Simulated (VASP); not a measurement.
# InSbO2 (P6_3/mmc) in VASP: single point with PBE

Aim: the single point of InSbO2 with PBE.

Everything below comes from runs of VASP 6.6.1. Logs are shortened: lines on timing, memory, paths and dates and some standing lists are left out, and cuts for length are marked.

## 1. The structure

Symmetry: P6_3/mmc, No. 194, hexagonal system. The conventional cell has a = 3.343 Å, b = 3.343 Å, c = 13.619 Å, α = 90.00°, β = 90.00°, γ = 120.00°. In (site symmetry -3m) has 6 O at 2.23 Å as nearest neighbours. Around Sb (site symmetry -6m2) lie 2 O at 2.29 Å. O (site symmetry 3m) has 3 In at 2.23 Å and 1 Sb at 2.29 Å as nearest neighbours.

The cell was built by a generator and needn't be a form met in nature.

## 2. Single point, PBE

File INCAR:

```
SYSTEM = InSbO2
PREC = Normal
ENCUT = 520
EDIFF = 1E-5
ISMEAR = 0
SIGMA = 0.15
LREAL = Auto
LASPH = .TRUE.
NELM = 80
ALGO = Fast
ISIF = 2
LWAVE = .FALSE.
LCHARG = .FALSE.
GGA = PE
```

File KPOINTS:

```
Automatic mesh
0
G
  8 8 2
  0 0 0
```

File POSCAR:

```
InSbO2
1.0
    3.3425470000      0.0000000000      0.0000000000
   -1.6712740000      2.8947310000      0.0000000000
    0.0000000000      0.0000000000     13.6190600000
In Sb O
2 2 4
Direct
    0.0000000000      0.0000000000      0.0000000000
    0.0000000000      0.0000000000      0.5000000000
    0.3333330000      0.6666670000      0.2500000000
    0.6666670000      0.3333330000      0.7500000000
    0.3333330000      0.6666670000      0.0818710000
    0.6666670000      0.3333330000      0.5818710000
    0.3333330000      0.6666670000      0.4181290000
    0.6666670000      0.3333330000      0.9181290000
```

Potentials or basis: VASP PAW PBE potentials, release 64 (In_d, Sb, O).

Command:

```sh
cat potpaw_PBE.64/In_d/POTCAR potpaw_PBE.64/Sb/POTCAR potpaw_PBE.64/O/POTCAR > POTCAR
mpirun -np 1 vasp_std > vasp.out
```

OUTCAR:

```text
SYSTEM = InSbO2
   PREC = Normal
   ENCUT = 520
   EDIFF = 1E-5
   ISMEAR = 0
   LREAL = Auto
   LASPH = .TRUE.
   NELM = 80
   ISIF = 2
   GGA = PE

 ion  position               nearest neighbor table
   1  0.000  0.000  0.000-   5 2.23   8 2.23   8 2.23   5 2.23   8 2.23   5 2.23
   2  0.000  0.000  0.500-   6 2.23   7 2.23   6 2.23   7 2.23   6 2.23   7 2.23
   3  0.333  0.667  0.250-   5 2.29   7 2.29
   4  0.667  0.333  0.750-   6 2.29   8 2.29
   5  0.333  0.667  0.082-   1 2.23   1 2.23   1 2.23   3 2.29
   6  0.667  0.333  0.582-   2 2.23   2 2.23   2 2.23   4 2.29
   7  0.333  0.667  0.418-   2 2.23   2 2.23   2 2.23   3 2.29
   8  0.667  0.333  0.918-   1 2.23   1 2.23   1 2.23   4 2.29

  LATTYP: Found a hexagonal cell.
 ALAT       =     3.3425470000
 C/A-ratio  =     4.0744557967

  Lattice vectors:

 A1 = (   3.3425470000,   0.0000000000,   0.0000000000)
 A2 = (  -1.6712740000,   2.8947310000,   0.0000000000)
 A3 = (   0.0000000000,   0.0000000000,  13.6190600000)

Analysis of symmetry for initial positions (statically):
=====================================================================
 Subroutine PRICEL returns:
 Original cell was already a primitive cell.

 Routine SETGRP: Setting up the symmetry group for a
 hexagonal supercell.

 Subroutine GETGRP returns: Found 24 space group operations
 (whereof 12 operations were pure point group operations)
 out of a pool of 24 trial point group operations.

The static configuration has the point symmetry D_3d.
 The point group associated with its full space group is D_6h.

Analysis of symmetry for dynamics (positions and initial velocities):
=====================================================================
 Subroutine PRICEL returns:
 Original cell was already a primitive cell.

 Routine SETGRP: Setting up the symmetry group for a
 hexagonal supercell.

 Subroutine GETGRP returns: Found 24 space group operations
 (whereof 12 operations were pure point group operations)
 out of a pool of 24 trial point group operations.

The dynamic configuration has the point symmetry D_3d.
 The point group associated with its full space group is D_6h.

[... 105 lines left out ...]
   EDIFF  = 0.1E-04   stopping-criterion for ELM
   LREAL  =      T    real-space projection
   EDIFFG = 0.1E-03   stopping-criterion for IOM
   NSW    =      0    number of steps for IOM
   IBRION =     -1    ionic relax: 0-MD 1-quasi-New 2-CG
   NFREE  =      0    steps in history (QN), initial steepest desc. (CG)
   ISIF   =      2    stress and relaxation
   ISYM   =      2    0-nonsym 1-usesym 2-fastsym
   POTIM  = 0.5000    time-step for ionic-motion
   TEBEG  =    0.0;   TEEND  =   0.0 temperature during run
   PSTRESS=    0.0 pullay stress
   NELECT =      60.0000    total number of electrons
   NUPDOWN=      -1.0000    fix difference up-down
   EMIN   =  10.00;   EMAX   =-10.00  energy-range for DOS
   EFERMI =   0.00;   METHOD = LEGACY
   ISMEAR =     0;   SIGMA  =   0.15  broadening in eV -4-tet -1-fermi 0-gaus
   EFERMI_NEDOS =   21; number of points for ismear=-14 and -15
   IALGO  =     68    algorithm
   IMIX   =      4    mixing-type and parameters
     AMIX     =   0.40;   BMIX     =  1.00
     AMIX_MAG =   1.60;   BMIX_MAG =  1.00
  volume/ion in A,a.u.               =      16.47       111.16
  Fermi-wavevector in a.u.,A,eV,Ry     =   1.259450  2.380016 21.581759  1.586215
  Thomas-Fermi vector in A             =   2.393009
   LORBIT       =      0    0 simple, 1 ext, 2 COOP (PROOUT), +10 PAW based schemes
   GGA     = PE    functional components
   LHFCALC =     F    Hartree Fock is set to
   AEXX    =    0.0000 exact exchange contribution
   IVDW    =     0    specifies the selected vdW correction
   LEPSILON=     F    determine dielectric tensor
   LRPA    =     F    only Hartree local field effects (RPA)
 non-spin polarized calculation
 RMM-DIIS sequential band-by-band and
 Gauss-broadening in eV      SIGMA  =   0.15
  energy-cutoff  :      520.00
  volume of cell :      131.77
 maximum number of plane-waves:      3578
   NGX = 13   NGY = 13   NGZ = 51

 number of electron      59.9999950 magnetization

 Free energy of the ion-electron system (eV)
  ---------------------------------------------------
  ext. energy  EPLUGINS =         0.00000000
  ---------------------------------------------------
  free energy    TOTEN  =       -42.77158886 eV

  energy without entropy =      -42.75554508  energy(sigma->0) =      -42.76356697

 E-fermi :   7.5915     XC(G=0): -10.4560

 val. band max:        7.5364697259   @ k =   0.2500   0.0000   0.5000
 cond. band min:       7.6166106154   @ k =   0.1250   0.0000   0.5000
 fundamental gap:      0.0801408894
 Fermi energy:         7.5915321489

 k-point     1 :       0.0000    0.0000    0.0000
  band No.  band energies     occupation
      1     -12.2170      2.00000
      2     -12.1857      2.00000
      3     -11.2678      2.00000
      4     -11.2120      2.00000
      5      -7.2878      2.00000
      6      -7.2878      2.00000
[... 769 lines left out ...]
     35      11.7556      0.00000
     36      11.7561      0.00000

------------------------ aborting loop because EDIFF is reached ----------------------------------------

  FORCE on cell =-STRESS in cart. coord.  units (eV):
  Direction    XX          YY          ZZ          XY          YZ          ZX
  --------------------------------------------------------------------------------------
  -------------------------------------------------------------------------------------
  Total        0.3007555      0.3007555      0.1643744     -0.0000001      0.0000000      0.0000000
  in kB        3.6567161      3.6567170      1.9985362     -0.0000006      0.0000000      0.0000000
  external PRESSURE =       3.1039898 kB  Pullay stress =       0.0000000 kB

 VOLUME and BASIS-vectors are now :
 -----------------------------------------------------------------------------
  energy-cutoff  :      520.00
  volume of cell :      131.77
      direct lattice vectors                 reciprocal lattice vectors
     3.342547000  0.000000000  0.000000000     0.299173056  0.172727673  0.000000000
    -1.671274000  2.894731000  0.000000000     0.000000000  0.345455243  0.000000000
     0.000000000  0.000000000 13.619060000     0.000000000  0.000000000  0.073426507

 POSITION                                       TOTAL-FORCE (eV/Angst)
 -----------------------------------------------------------------------------------
      0.00000      0.00000      0.00000         0.000000     -0.000000      0.000000
      0.00000      0.00000      6.80953         0.000000     -0.000000      0.000000
     -0.00000      1.92982      3.40476         0.000000     -0.000000      0.000000
      1.67128      0.96491     10.21429        -0.000000      0.000000      0.000000
     -0.00000      1.92982      1.11501         0.000000     -0.000000      0.059548
      1.67128      0.96491      7.92454        -0.000000      0.000000      0.059548
     -0.00000      1.92982      5.69452         0.000000     -0.000000     -0.059548
      1.67128      0.96491     12.50405        -0.000000      0.000000     -0.059548
 -----------------------------------------------------------------------------------
    total drift:                               -0.000000      0.000000      0.000000

  FREE ENERGIE OF THE ION-ELECTRON SYSTEM (eV)
  ---------------------------------------------------
  free  energy   TOTEN  =       -42.7715888589 eV

  energy  without entropy=      -42.7555450820  energy(sigma->0) =      -42.76356697
```

OSZICAR:

```text
N       E                     dE             d eps       ncg     rms          rms(c)
DAV:   1     0.714550342256E+03    0.71455E+03   -0.27063E+04  1440   0.189E+03
DAV:   2     0.742856286842E+02   -0.64026E+03   -0.62056E+03  1616   0.495E+02
DAV:   3    -0.425432937488E+02   -0.11683E+03   -0.11312E+03  1808   0.213E+02
DAV:   4    -0.496311420120E+02   -0.70878E+01   -0.70068E+01  1712   0.546E+01
DAV:   5    -0.499547992151E+02   -0.32366E+00   -0.32147E+00  2080   0.118E+01    0.176E+01
RMM:   6    -0.427637994719E+02    0.71910E+01   -0.36519E+01  1874   0.275E+01    0.740E+00
RMM:   7    -0.427657940768E+02   -0.19946E-02   -0.31586E+00  1817   0.123E+01    0.418E+00
RMM:   8    -0.427574300393E+02    0.83640E-02   -0.84674E-01  1853   0.503E+00    0.771E-01
RMM:   9    -0.427677824778E+02   -0.10352E-01   -0.24827E-01  2142   0.307E+00    0.688E-01
RMM:  10    -0.427731632698E+02   -0.53808E-02   -0.47692E-02  2094   0.121E+00    0.569E-01
RMM:  11    -0.427722929213E+02    0.87035E-03   -0.20862E-02  2026   0.919E-01    0.213E-01
RMM:  12    -0.427714842178E+02    0.80870E-03   -0.37950E-03  1889   0.567E-01    0.159E-01
RMM:  13    -0.427715813008E+02   -0.97083E-04   -0.14731E-03  2304   0.207E-01    0.997E-02
RMM:  14    -0.427715878235E+02   -0.65227E-05   -0.17681E-04  1892   0.757E-02    0.911E-02
RMM:  15    -0.427715888589E+02   -0.10354E-05   -0.35561E-05  1192   0.372E-02
   1 F= -.42771589E+02 E0= -.42763567E+02  d E =-.160438E-01
```

It took 64 s on 1 thread of AMD EPYC 7R13 (Zen 3), shared host; peak memory 0.18 GiB.

What came out:

| Item | Value |
| --- | --- |
| Free energy | -42.7716 eV |
| Pressure | 0.3 GPa |
| Largest force | 0.060 eV/Å |
| Band gap on the k mesh | none (metal or under the smearing width) |

Forces in eV/Å, atoms in the order of the input:
```
In   0.000  0.000  0.000
In   0.000  0.000  0.000
Sb   0.000  0.000  0.000
Sb   0.000  0.000  0.000
O    0.000  0.000  0.060
O    0.000  0.000  0.060
O    0.000  0.000 -0.060
O    0.000  0.000 -0.060
```

Stress tensor (GPa, compression positive):
```
0.37 0.00 0.00
0.00 0.37 0.00
0.00 0.00 0.20
```

Levels at points of the mesh, in eV from the Fermi level:
| k point | band 26 | band 27 | band 28 | band 29 | band 30 | band 31 | band 32 | band 33 | band 34 | band 35 |
| --- | --- | --- | --- | --- | --- | --- | --- | --- | --- | --- |
| (0.00, 0.00, 0.00) | -2.99 | -2.97 | -2.97 | -1.65 | 0.89 | 1.25 | 3.24 | 3.75 | 4.43 | 4.87 |
| (0.50, 0.00, 0.00) | -4.07 | -3.06 | -3.03 | -2.93 | -2.23 | 2.09 | 2.21 | 2.59 | 2.68 | 3.28 |
| (0.00, 0.00, 0.50) | -3.00 | -3.00 | -3.00 | -0.49 | -0.49 | 2.43 | 2.43 | 4.19 | 4.19 | 4.87 |
| (0.50, 0.00, 0.50) | -3.72 | -2.99 | -2.99 | -2.75 | -2.75 | 2.15 | 2.15 | 2.75 | 2.75 | 3.63 |
